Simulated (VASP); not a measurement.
OSZICAR of a VASP run on BAs (zinc blende):

OSZICAR:
```
       N       E                     dE             d eps       ncg     rms          rms(c)
DAV:   1     0.149788572007E+02    0.14979E+02   -0.44645E+03   752   0.103E+03
DAV:   2    -0.134033735139E+02   -0.28382E+02   -0.26996E+02  1136   0.120E+02
DAV:   3    -0.137908864365E+02   -0.38751E+00   -0.38751E+00   896   0.182E+01
DAV:   4    -0.137913983808E+02   -0.51194E-03   -0.51194E-03  1128   0.728E-01
DAV:   5    -0.137913986185E+02   -0.23771E-06   -0.23771E-06   904   0.106E-02    0.566E+00
DAV:   6    -0.130005738239E+02    0.79082E+00   -0.23144E+00   784   0.812E+00    0.271E+00
DAV:   7    -0.128958687869E+02    0.10471E+00   -0.29269E-01  1056   0.327E+00    0.908E-01
DAV:   8    -0.128813916320E+02    0.14477E-01   -0.28405E-02   880   0.109E+00    0.132E-01
DAV:   9    -0.128814016014E+02   -0.99694E-05   -0.58637E-04  1032   0.207E-01    0.729E-02
DAV:  10    -0.128814043044E+02   -0.27030E-05   -0.11050E-04   784   0.687E-02    0.181E-02
DAV:  11    -0.128814051379E+02   -0.83348E-06   -0.16700E-06  1024   0.133E-02
   1 F= -.11313943E+02 E0= -.11313943E+02  d E =-.113139E+02
```

Which electronic solver shows in the log?

It is blocked Davidson (ALGO = Normal, or the opening steps of other solvers). The INCAR had ALGO = Normal.

Can the final energy be trusted as converged?

Self-consistency was reached. It stopped with EDIFF = 1E-6, NELM = 100, NSW = 40 and EDIFFG = -0.02 after 1 ionic step (LDA (Ceperley-Alder, Perdew-Zunger), plane waves, VASP's LDA PAW potentials (set 64)).

The compound is BAs in the zinc blende structure. It was relaxed first under an external pressure of 10 GPa.
